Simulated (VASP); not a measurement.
# As in VASP: settings compared, part 2 of 3

VASP 6.6.1. Earlier steps stand in the parts before.

**3. Work function, PBE, non-collinear spin, zero start, spin-orbit coupling**

File INCAR:

```
SYSTEM = As
PREC = Accurate
ENCUT = 520
EDIFF = 1E-6
ISMEAR = 0
SIGMA = 0.03
LREAL = .FALSE.
LASPH = .TRUE.
NELM = 60
ALGO = Fast
ISIF = 2
LWAVE = .FALSE.
LCHARG = .TRUE.
MAGMOM = 0 0 0 0 0 0
LORBIT = 11
LSORBIT = .TRUE.
GGA_COMPAT = .FALSE.
LDIPOL = .TRUE.
IDIPOL = 3
DIPOL = 0.5 0.5 0.500
GGA = PE
LVHAR = .TRUE.
LVACPOTAV = .TRUE.
KPAR = 4
```

File KPOINTS:

```
Automatic mesh
0
G
  12 12 1
  0 0 0
```

File POSCAR:

```
As                                      
1.0
    3.5631724713     -0.0000000000      0.0000000000
   -1.7815862356      3.0857978747      0.0000000000
    0.0000000000      0.0000000000     17.4000000000
  As            
     2
Direct
     0.3333330000000032    0.6666669999999968    0.4604143935587466
     0.6666669999999968    0.3333330000000032    0.5395856064412534
```

Potentials or basis: VASP PAW PBE potentials, release 64 (As).

Command:

```sh
$ cat potpaw_PBE.64/As/POTCAR > POTCAR
$ mpirun -np 4 vasp_ncl > vasp.out
```

OUTCAR:

```text
SYSTEM = As
   PREC = Accurate
   ENCUT = 520
   EDIFF = 1E-6
   ISMEAR = 0
   LREAL = .FALSE.
   LASPH = .TRUE.
   NELM = 60
   ISIF = 2
   LORBIT = 11
   LSORBIT = .TRUE.
   GGA = PE

 ion  position               nearest neighbor table
   1  0.333  0.667  0.460-   2 2.48   2 2.48   2 2.48
   2  0.667  0.333  0.540-   1 2.48   1 2.48   1 2.48

  LATTYP: Found a hexagonal cell.
 ALAT       =     3.5631724713
 C/A-ratio  =     4.8832887378

  Lattice vectors:

 A1 = (   3.5631724713,   0.0000000000,   0.0000000000)
 A2 = (  -1.7815862356,   3.0857978747,   0.0000000000)
 A3 = (   0.0000000000,   0.0000000000,  17.4000000000)

Analysis of symmetry for initial positions (statically):
=====================================================================
 Subroutine PRICEL returns:
 Original cell was already a primitive cell.

 Routine SETGRP: Setting up the symmetry group for a
 hexagonal supercell.

 Subroutine GETGRP returns: Found 12 space group operations
 (whereof 12 operations were pure point group operations)
 out of a pool of 24 trial point group operations.

The static configuration has the point symmetry D_3d.

Analysis of symmetry for dynamics (positions and initial velocities):
=====================================================================
 Subroutine PRICEL returns:
 Original cell was already a primitive cell.

 Routine SETGRP: Setting up the symmetry group for a
 hexagonal supercell.

 Subroutine GETGRP returns: Found 12 space group operations
 (whereof 12 operations were pure point group operations)
 out of a pool of 24 trial point group operations.

The dynamic configuration has the point symmetry D_3d.

Analysis of structural, dynamic, and magnetic symmetry:
=====================================================================
[... 592 lines left out ...]
      1.78159      1.02860      9.38879        -0.000000     -0.000000      0.428164
 -----------------------------------------------------------------------------------
    total drift:                                0.000000     -0.000000      0.000000

  FREE ENERGIE OF THE ION-ELECTRON SYSTEM (eV)
  ---------------------------------------------------
  free  energy   TOTEN  =        -9.3443110049 eV

  energy  without entropy=       -9.3443110049  energy(sigma->0) =       -9.34431100

 vacuum level on the upper side and lower side of the slab         2.215         2.215

 Spin-Orbit-Coupling matrix elements

 Ion:    1  E_soc:     -0.0245891
 l=   1
     0.0000000    -0.0041982    -0.0038855
    -0.0041982     0.0000000    -0.0041982
    -0.0038855    -0.0041982     0.0000000
 l=   2
     0.0000000    -0.0000007     0.0000000    -0.0000007    -0.0000075
    -0.0000007     0.0000000    -0.0000029     0.0000035    -0.0000007
     0.0000000    -0.0000029     0.0000000    -0.0000029     0.0000000
    -0.0000007     0.0000035    -0.0000029     0.0000000    -0.0000007
    -0.0000075    -0.0000007     0.0000000    -0.0000007     0.0000000
 l=   3
     0.0000000     0.0000000     0.0000000     0.0000000     0.0000000     0.0000000     0.0000000
     0.0000000     0.0000000     0.0000000     0.0000000     0.0000000     0.0000000     0.0000000
     0.0000000     0.0000000     0.0000000     0.0000000     0.0000000     0.0000000     0.0000000
     0.0000000     0.0000000     0.0000000     0.0000000     0.0000000     0.0000000     0.0000000
     0.0000000     0.0000000     0.0000000     0.0000000     0.0000000     0.0000000     0.0000000
     0.0000000     0.0000000     0.0000000     0.0000000     0.0000000     0.0000000     0.0000000
     0.0000000     0.0000000     0.0000000     0.0000000     0.0000000     0.0000000     0.0000000

 Ion:    2  E_soc:     -0.0245891
 l=   1
     0.0000000    -0.0041982    -0.0038855
    -0.0041982     0.0000000    -0.0041982
    -0.0038855    -0.0041982     0.0000000
 l=   2
     0.0000000    -0.0000007     0.0000000    -0.0000007    -0.0000075
    -0.0000007     0.0000000    -0.0000029     0.0000035    -0.0000007
     0.0000000    -0.0000029     0.0000000    -0.0000029     0.0000000
    -0.0000007     0.0000035    -0.0000029     0.0000000    -0.0000007
    -0.0000075    -0.0000007     0.0000000    -0.0000007     0.0000000
 l=   3
     0.0000000     0.0000000     0.0000000     0.0000000     0.0000000     0.0000000     0.0000000
     0.0000000     0.0000000     0.0000000     0.0000000     0.0000000     0.0000000     0.0000000
     0.0000000     0.0000000     0.0000000     0.0000000     0.0000000     0.0000000     0.0000000
     0.0000000     0.0000000     0.0000000     0.0000000     0.0000000     0.0000000     0.0000000
     0.0000000     0.0000000     0.0000000     0.0000000     0.0000000     0.0000000     0.0000000
     0.0000000     0.0000000     0.0000000     0.0000000     0.0000000     0.0000000     0.0000000
     0.0000000     0.0000000     0.0000000     0.0000000     0.0000000     0.0000000     0.0000000

 total charge

# of ion       s       p       d       tot
------------------------------------------
    1        1.293   1.391   0.045   2.729
    2        1.293   1.391   0.045   2.729
--------------------------------------------------
tot          2.586   2.782   0.090   5.458

 magnetization (x)

# of ion       s       p       d       tot
------------------------------------------
    1        0.000   0.000  -0.000   0.000
    2        0.000   0.000  -0.000   0.000
--------------------------------------------------
tot          0.000   0.000  -0.000   0.000

 magnetization (y)

# of ion       s       p       d       tot
------------------------------------------
    1        0.000   0.000   0.000   0.000
    2        0.000   0.000   0.000   0.000
--------------------------------------------------
tot          0.000   0.000   0.000   0.000

 magnetization (z)

# of ion       s       p       d       tot
------------------------------------------
    1        0.000   0.000   0.000   0.000
    2        0.000   0.000   0.000   0.000
--------------------------------------------------
tot          0.000   0.000   0.000   0.000
```

stdout:

```text
POSCAR found type information on POSCAR As
 POSCAR found :  1 types and       2 ions
 scaLAPACK will be used
 LDA part: xc-table for (Slater+PW92), standard interpolation
 POSCAR, INCAR and KPOINTS ok, starting setup
 FFT: planning ... GRIDC
 FFT: planning ... GRID_SOFT
 FFT: planning ... GRID
 WAVECAR not read
 entering main loop
 -----------------------------------------------------------------------------
|                                                                             |
|           W    W    AA    RRRRR   N    N  II  N    N   GGGG   !!!           |
|           W    W   A  A   R    R  NN   N  II  NN   N  G    G  !!!           |
|           W    W  A    A  R    R  N N  N  II  N N  N  G       !!!           |
|           W WW W  AAAAAA  RRRRR   N  N N  II  N  N N  G  GGG   !            |
|           WW  WW  A    A  R   R   N   NN  II  N   NN  G    G                |
|           W    W  A    A  R    R  N    N  II  N    N   GGGG   !!!           |
|                                                                             |
|     Did not find any points to average over, which means that no vacuum     |
|     field-free region was found. Please increase the size of  your cell     |
|     in the dimension of the dipole correction to obtain accurate            |
|     workfunction values.                                                    |
|                                                                             |
 -----------------------------------------------------------------------------
```

It took 2.9 min on 4 MPI ranks of Intel Xeon Platinum 8375C at 2.90GHz (Ice Lake), shared host; peak memory 0.76 GiB.

Results:

* Free energy: -9.3443 eV
* Largest force: 0.428 eV/Å
* Net moment: 0.00 μB per cell
* Valence electrons inside the program's atomic spheres: As 2.73
* Work function of the upper face: 5.12 eV
* Work function of the lower face: 5.12 eV

Forces on the atoms (eV/Å):
```
As   0.000  0.000 -0.428
As   0.000  0.000  0.428
```

Moments on the atoms (μB; x, y, z):
```
As  0.00 0.00 0.00
As  0.00 0.00 0.00
```

**4. Work function, HSE06**

POSCAR is that of step 3.

File INCAR.step1:

```
SYSTEM = As
PREC = Accurate
ENCUT = 520
EDIFF = 1E-5
ISMEAR = 0
SIGMA = 0.03
LREAL = .FALSE.
LASPH = .TRUE.
NELM = 60
ALGO = Normal
ISIF = 2
LWAVE = .TRUE.
LDIPOL = .TRUE.
IDIPOL = 3
DIPOL = 0.5 0.5 0.500
GGA = PE
KPAR = 4
```

File INCAR.step2:

```
SYSTEM = As
PREC = Accurate
ENCUT = 520
EDIFF = 1E-6
ISMEAR = 0
SIGMA = 0.03
LREAL = .FALSE.
LASPH = .TRUE.
NELM = 60
ALGO = Normal
ISIF = 2
LWAVE = .FALSE.
LCHARG = .TRUE.
LDIPOL = .TRUE.
IDIPOL = 3
DIPOL = 0.5 0.5 0.500
GGA = PE
LHFCALC = .TRUE.
HFSCREEN = 0.2
PRECFOCK = Fast
LVHAR = .TRUE.
LVACPOTAV = .TRUE.
ISTART = 1
KPAR = 4
```

File KPOINTS:

```
Automatic mesh
0
G
  6 6 1
  0 0 0
```

Potentials or basis: VASP PAW PBE potentials, release 64 (As).

Command:

```sh
$ cat potpaw_PBE.64/As/POTCAR > POTCAR
$ cp INCAR.step1 INCAR
$ mpirun -np 4 vasp_std > vasp.out
$ cp INCAR.step2 INCAR
$ mpirun -np 4 vasp_std > vasp.out
```

OUTCAR:

```text
SYSTEM = As
   PREC = Accurate
   ENCUT = 520
   EDIFF = 1E-6
   ISMEAR = 0
   LREAL = .FALSE.
   LASPH = .TRUE.
   NELM = 60
   ISIF = 2
   GGA = PE
   LHFCALC = .TRUE.
   HFSCREEN = 0.2
   PRECFOCK = Fast
   ISTART = 1

 ion  position               nearest neighbor table
   1  0.333  0.667  0.460-   2 2.48   2 2.48   2 2.48
   2  0.667  0.333  0.540-   1 2.48   1 2.48   1 2.48

  LATTYP: Found a hexagonal cell.
 ALAT       =     3.5631724713
 C/A-ratio  =     4.8832887378

  Lattice vectors:

 A1 = (   3.5631724713,   0.0000000000,   0.0000000000)
 A2 = (  -1.7815862356,   3.0857978747,   0.0000000000)
 A3 = (   0.0000000000,   0.0000000000,  17.4000000000)

Analysis of symmetry for initial positions (statically):
=====================================================================
 Subroutine PRICEL returns:
 Original cell was already a primitive cell.

 Routine SETGRP: Setting up the symmetry group for a
 hexagonal supercell.

 Subroutine GETGRP returns: Found 12 space group operations
 (whereof 12 operations were pure point group operations)
 out of a pool of 24 trial point group operations.

The static configuration has the point symmetry D_3d.
[... 164 lines left out ...]
      1     -18.7429      2.00000
      2     -11.4849      2.00000
      3      -4.2483      2.00000
      4      -3.6131      2.00000
      5      -3.6130      2.00000
      6      -0.7138      0.00000
      7       0.7939      0.00000
      8       0.7939      0.00000
      9       1.9074      0.00000
[... 61 lines left out ...]
 k-point     7 :       0.3333    0.3333    0.0000
  band No.  band energies     occupation
      1     -14.6285      2.00000
      2     -14.6284      2.00000
      3      -8.5831      2.00000
      4      -5.8354      2.00000
      5      -5.8353      2.00000
      6      -0.9468      0.00000
      7       1.9711      0.00000
      8       1.9711      0.00000
      9       5.2839      0.00000

------------------------ aborting loop because EDIFF is reached ----------------------------------------

  FORCE on cell =-STRESS in cart. coord.  units (eV):
  Direction    XX          YY          ZZ          XY          YZ          ZX
  --------------------------------------------------------------------------------------
  -------------------------------------------------------------------------------------
  Total       -0.0491813     -0.0491813     -0.2461364     -0.0000000      0.0000000      0.0000000
  in kB       -0.4118673     -0.4118673     -2.0612607     -0.0000000      0.0000000      0.0000000
  external PRESSURE =      -0.9616651 kB  Pullay stress =       0.0000000 kB

 VOLUME and BASIS-vectors are now :
 -----------------------------------------------------------------------------
  energy-cutoff  :      520.00
  volume of cell :      191.32
      direct lattice vectors                 reciprocal lattice vectors
     3.563172471  0.000000000  0.000000000     0.280648778  0.162032648  0.000000000
    -1.781586236  3.085797875  0.000000000     0.000000000  0.324065295  0.000000000
     0.000000000  0.000000000 17.400000000     0.000000000  0.000000000  0.057471264

 POSITION                                       TOTAL-FORCE (eV/Angst)
 -----------------------------------------------------------------------------------
     -0.00000      2.05720      8.01121         0.000000     -0.000000      0.165201
      1.78159      1.02860      9.38879        -0.000000      0.000000     -0.165201
 -----------------------------------------------------------------------------------
    total drift:                               -0.000000      0.000000      0.000000

  FREE ENERGIE OF THE ION-ELECTRON SYSTEM (eV)
  ---------------------------------------------------
  free  energy   TOTEN  =       -11.2559984231 eV

  energy  without entropy=      -11.2559984231  energy(sigma->0) =      -11.25599842

 vacuum level on the upper side and lower side of the slab         2.215         2.215
```

OUTCAR.step1:

```text
SYSTEM = As
   PREC = Accurate
   ENCUT = 520
   EDIFF = 1E-5
   ISMEAR = 0
   LREAL = .FALSE.
   LASPH = .TRUE.
[... 292 lines left out ...]
     -0.00000      2.05720      8.01121        -0.000000      0.000000     -0.391382
      1.78159      1.02860      9.38879         0.000000     -0.000000      0.391382
 -----------------------------------------------------------------------------------
    total drift:                                0.000000      0.000000      0.000000

  FREE ENERGIE OF THE ION-ELECTRON SYSTEM (eV)
  ---------------------------------------------------
  free  energy   TOTEN  =        -9.2947946216 eV

  energy  without entropy=       -9.2947946216  energy(sigma->0) =       -9.29479462

 vacuum level on the upper side and lower side of the slab         2.059         2.059
```

It took 71 s on 4 MPI ranks of Intel Xeon Platinum 8375C at 2.90GHz (Ice Lake), shared host; peak memory 0.4 GiB.

Results:

| Property | Result |
| --- | --- |
| Free energy | -11.2560 eV |
| Largest force | 0.165 eV/Å |
| Band gap on the k mesh | 2.27 eV, indirect (least direct gap 2.90 eV) |
| Ionisation potential of the upper face | 5.83 eV |

Forces in eV/Å, atoms in the order of the input:
```
As   0.000  0.000  0.165
As   0.000  0.000 -0.165
```

Caveat: the PAW data sets were made with another functional, which shifts forces and pressure a little.

**5. Work function, PBEsol**

INCAR, as its differences from that of step 3:

```diff
@@ -13,6 +13,2 @@
 LCHARG = .TRUE.
-MAGMOM = 0 0 0 0 0 0
-LORBIT = 11
-LSORBIT = .TRUE.
-GGA_COMPAT = .FALSE.
 LDIPOL = .TRUE.
@@ -20,3 +16,3 @@
 DIPOL = 0.5 0.5 0.500
-GGA = PE
+GGA = PS
 LVHAR = .TRUE.
```

File KPOINTS:

```
Automatic mesh
0
G
  12 12 1
  0 0 0
```

POSCAR is that of step 4.

Potentials or basis: VASP PAW PBE potentials, release 64 (As).

Command:

```sh
$ cat potpaw_PBE.64/As/POTCAR > POTCAR
$ mpirun -np 4 vasp_std > vasp.out
```

OUTCAR:

```text
SYSTEM = As
   PREC = Accurate
   ENCUT = 520
   EDIFF = 1E-6
   ISMEAR = 0
   LREAL = .FALSE.
   LASPH = .TRUE.
   NELM = 60
   ISIF = 2
   GGA = PS

 ion  position               nearest neighbor table
   1  0.333  0.667  0.460-   2 2.48   2 2.48   2 2.48
   2  0.667  0.333  0.540-   1 2.48   1 2.48   1 2.48

  LATTYP: Found a hexagonal cell.
 ALAT       =     3.5631724713
 C/A-ratio  =     4.8832887378

  Lattice vectors:
[... 414 lines left out ...]

  FORCE on cell =-STRESS in cart. coord.  units (eV):
  Direction    XX          YY          ZZ          XY          YZ          ZX
  --------------------------------------------------------------------------------------
  -------------------------------------------------------------------------------------
  Total       -0.0813284     -0.0813284      0.2761373     -0.0000000      0.0000000      0.0000000
  in kB       -0.6810815     -0.6810815      2.3125018     -0.0000000      0.0000000      0.0000000
  external PRESSURE =       0.3167796 kB  Pullay stress =       0.0000000 kB

 VOLUME and BASIS-vectors are now :
 -----------------------------------------------------------------------------
  energy-cutoff  :      520.00
  volume of cell :      191.32
      direct lattice vectors                 reciprocal lattice vectors
     3.563172471  0.000000000  0.000000000     0.280648778  0.162032648  0.000000000
    -1.781586236  3.085797875  0.000000000     0.000000000  0.324065295  0.000000000
     0.000000000  0.000000000 17.400000000     0.000000000  0.000000000  0.057471264

 POSITION                                       TOTAL-FORCE (eV/Angst)
 -----------------------------------------------------------------------------------
     -0.00000      2.05720      8.01121        -0.000000     -0.000000     -0.201413
      1.78159      1.02860      9.38879         0.000000      0.000000      0.201413
 -----------------------------------------------------------------------------------
    total drift:                                0.000000     -0.000000      0.000000

  FREE ENERGIE OF THE ION-ELECTRON SYSTEM (eV)
  ---------------------------------------------------
  free  energy   TOTEN  =       -10.0095572520 eV

  energy  without entropy=      -10.0095572520  energy(sigma->0) =      -10.00955725

 vacuum level on the upper side and lower side of the slab         2.204         2.204
```

Wall time 28 s (4 MPI ranks of Intel Xeon Platinum 8375C at 2.90GHz (Ice Lake), shared host); peak memory 0.32 GiB.

What came out:

```
Free energy                            : -10.0096 eV
Largest force                          : 0.201 eV/Å
Band gap on the k mesh                 : 1.57 eV, indirect (least direct gap 2.04 eV)
Ionisation potential of the upper face : 5.43 eV
```

Forces in eV/Å, atoms in the order of the input:
```
As   0.000  0.000 -0.201
As   0.000  0.000  0.201
```

Levels at points of the mesh, in eV from the valence-band top:
```tsv
k point	band 3	band 4	band 5	band 6	band 7	band 8
(0.00, 0.00, 0.00)	-0.58	0.00	0.00	2.04	3.58	3.58
(0.50, 0.00, 0.00)	-3.49	-1.97	-1.62	1.91	3.16	4.65
```

Caveat: the PAW data sets were made with another functional, which shifts forces and pressure a little.

[end of part 2 of 3]
